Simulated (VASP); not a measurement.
Consider the following.

```xyz
3
Lattice="0.0000 2.7721 2.7721 2.7721 0.0000 2.7721 2.7721 2.7721 0.0000" Properties=species:S:1:pos:R:3 pbc="T T T"
Cd     0.0000     0.0000     0.0000
F      1.3860     1.3860     1.3860
F      4.1581     4.1581     4.1581
```

Computed with TPSS meta-GGA, VASP's PBE PAW potentials (set 64) (plane waves; VASP 6.6.1). Run with 520 eV cut-off, 7×7×7 Γ-centred mesh, Gaussian smearing of 0.050 eV, potentials Cd F.

Problem. Predict the energy per atom (σ→0), pressure.

Solution. 
```json
{
  "energy per atom (σ→0)": "-8.165 eV/atom",
  "pressure": "-4.98 GPa"
}
```

The absolute energy has meaning only against runs of the same code, potentials and settings.

The compound is CdF2 in the fluorite structure. This cell is one point of a volume scan, at 1.06 of the reference volume.
